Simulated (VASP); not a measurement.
Calculation: PBEsol GGA, VASP's PBE PAW potentials (set 64) (plane waves; VASP 6.6.1).

Input for VASP

**INCAR**
```
ALGO = Normal
EDIFF = 1E-7
ENCUT = 400
GGA = PS
ISIF = 2
ISMEAR = -5
LASPH = .True.
LCHARG = .True.
LEFG = .True.
LMAXMIX = 4
LORBIT = 11
LREAL = .False.
LWAVE = .False.
NEDOS = 601
NELM = 100
PREC = Accurate
SYSTEM = Al3InAs4
```

File POSCAR:
```
Al3InAs4
1
    5.7761707345     0.0000000000     0.0000000000
    0.0000000000     5.7761707345     0.0000000000
    0.0000000000     0.0000000000     5.7761707345
In As Al
1 4 3
Direct
  0.0000000000   0.0000000000   0.0000000000
  0.2602017511   0.2602017511   0.2602017511
  0.7397982489   0.7397982489   0.2602017511
  0.7397982489   0.2602017511   0.7397982489
  0.2602017511   0.7397982489   0.7397982489
  0.5000000000   0.5000000000   0.0000000000
  0.5000000000   0.0000000000   0.5000000000
  0.0000000000   0.5000000000   0.5000000000
```

KPOINTS:
```
Automatic mesh
0
Gamma
5 5 5
0 0 0
```

POTCAR, in this order: In_d As Al (PBE.64 set). Program: vasp_std.

Output of the run:

File OSZICAR:
```
       N       E                     dE             d eps       ncg     rms          rms(c)
DAV:   1     0.221965313891E+03    0.22197E+03   -0.14469E+04   520   0.117E+03
DAV:   2    -0.179316648083E+02   -0.23990E+03   -0.23465E+03   610   0.269E+02
DAV:   3    -0.390758281119E+02   -0.21144E+02   -0.21012E+02   670   0.832E+01
DAV:   4    -0.397126187452E+02   -0.63679E+00   -0.63573E+00   640   0.176E+01
DAV:   5    -0.397385605540E+02   -0.25942E-01   -0.25937E-01   806   0.308E+00    0.728E+00
DAV:   6    -0.387840989667E+02    0.95446E+00   -0.17506E+00   782   0.149E+01    0.433E+00
DAV:   7    -0.386247098829E+02    0.15939E+00   -0.89221E-01   774   0.516E+00    0.120E+00
DAV:   8    -0.386156661173E+02    0.90438E-02   -0.64621E-02   774   0.246E+00    0.703E-01
DAV:   9    -0.386162595000E+02   -0.59338E-03   -0.62469E-03   716   0.838E-01    0.170E-01
DAV:  10    -0.386160732775E+02    0.18622E-03   -0.75773E-04   808   0.281E-01    0.117E-01
DAV:  11    -0.386161390811E+02   -0.65804E-04   -0.25837E-04   656   0.121E-01    0.731E-02
DAV:  12    -0.386161395951E+02   -0.51391E-06   -0.19489E-05   688   0.311E-02    0.361E-02
DAV:  13    -0.386161394793E+02    0.11576E-06   -0.16980E-06   816   0.911E-03    0.209E-02
DAV:  14    -0.386161392381E+02    0.24123E-06   -0.92357E-07   588   0.763E-03    0.394E-03
DAV:  15    -0.386161392411E+02   -0.30791E-08   -0.99308E-08   378   0.314E-03
   1 F= -.38616139E+02 E0= -.38616139E+02  d E =0.000000E+00
```

OUTCAR:
```
------------------------ aborting loop because EDIFF is reached ----------------------------------------
  FORCE on cell =-STRESS in cart. coord.  units (eV):
  Direction    XX          YY          ZZ          XY          YZ          ZX
  --------------------------------------------------------------------------------------
  Total        0.0447282      0.0447282      0.0447282     -0.0000000     -0.0000000      0.0000000
  in kB        0.3718540      0.3718540      0.3718540     -0.0000000     -0.0000000      0.0000000
  external PRESSURE =       0.3718540 kB  Pullay stress =       0.0000000 kB
  volume of cell :      192.72
      direct lattice vectors                 reciprocal lattice vectors
     5.776170734  0.000000000  0.000000000     0.173125076  0.000000000  0.000000000
     0.000000000  5.776170734  0.000000000     0.000000000  0.173125076  0.000000000
     0.000000000  0.000000000  5.776170734     0.000000000  0.000000000  0.173125076
 POSITION                                       TOTAL-FORCE (eV/Angst)
 -----------------------------------------------------------------------------------
      0.00000      0.00000      0.00000        -0.000000      0.000000      0.000000
      1.50297      1.50297      1.50297         0.001992      0.001992      0.001992
      4.27320      4.27320      1.50297        -0.001992     -0.001992      0.001992
      4.27320      1.50297      4.27320        -0.001992      0.001992     -0.001992
      1.50297      4.27320      4.27320         0.001992     -0.001992     -0.001992
      2.88809      2.88809      0.00000        -0.000000     -0.000000      0.000000
      2.88809      0.00000      2.88809        -0.000000      0.000000      0.000000
      0.00000      2.88809      2.88809        -0.000000     -0.000000      0.000000
 -----------------------------------------------------------------------------------
    total drift:                                0.000000      0.000000     -0.000000
  FREE ENERGIE OF THE ION-ELECTRON SYSTEM (eV)
  ---------------------------------------------------
  free  energy   TOTEN  =       -38.6161392411 eV

  energy  without entropy=      -38.6161392411  energy(sigma->0) =      -38.61613924

 total charge

# of ion       s       p       d       tot
------------------------------------------
    1        0.845   0.768   9.889  11.502
    2        1.204   1.642   0.024   2.869
    3        1.204   1.642   0.024   2.869
    4        1.204   1.642   0.024   2.869
    5        1.204   1.642   0.024   2.869
    6        0.403   0.358   0.000   0.760
    7        0.403   0.358   0.000   0.760
    8        0.403   0.358   0.000   0.760
--------------------------------------------------
tot          6.867   8.410   9.983  25.261

 Electric field gradients after diagonalization (V/A^2)
 (convention: |V_zz| > |V_xx| > |V_yy|)
----------------------------------------------------------------------
 ion       V_xx      V_yy      V_zz     asymmetry (V_yy - V_xx)/ V_zz
----------------------------------------------------------------------
   1      -0.000     0.000    -0.000      -0.715
   2     -12.198   -12.198    24.395       0.000
   3     -12.198   -12.198    24.395       0.000
   4     -12.198   -12.198    24.395       0.000
   5     -12.198   -12.198    24.395       0.000
   6       2.614     2.614    -5.227       0.000
   7       2.614     2.614    -5.227       0.000
   8       2.614     2.614    -5.227       0.000
```
(Selected blocks of OUTCAR.)

The structure was generated: Al3InAs4 was put into an ordered model structure (P-43m), which need not be its known phase. It was relaxed first.
